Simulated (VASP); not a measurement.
Given:

```yaml
crystal:
  lattice:
    - [0.00000, 3.33469, 3.33469]
    - [3.33469, 0.00000, 3.33469]
    - [3.33469, 3.33469, 0.00000]
  atoms:
    - { symbol: Si, position: [0.00000, 0.00000, 0.00000] }
    - { symbol: Hf, position: [0.50000, 0.50000, 0.50000] }
    - { symbol: Hf, position: [0.25000, 0.25000, 0.25000] }
    - { symbol: Hf, position: [0.75000, 0.75000, 0.75000] }
```

Computed with PBEsol GGA, VASP's PBE PAW potentials (set 64) (plane waves; VASP). Run with 400 eV cut-off, Gaussian smearing of 0.050 eV, potentials Si Hf_pv.

Unless said otherwise, spin-orbit coupling is left out, though it shifts the bands of the heavy elements here.

Problem. Estimate the band gap (along the path) with the smallest direct gap where there is one.

Solution. 
The band gap (along the path) comes out as none (metal, semimetal or under 0.01 eV).

Total energies compare only between runs with the same potentials, cut-off and functional.

The structure was generated: Hf3Si was put into the D03 type (Fm-3m), which need not be its known phase. It was relaxed first, which changed the volume by -29 %.
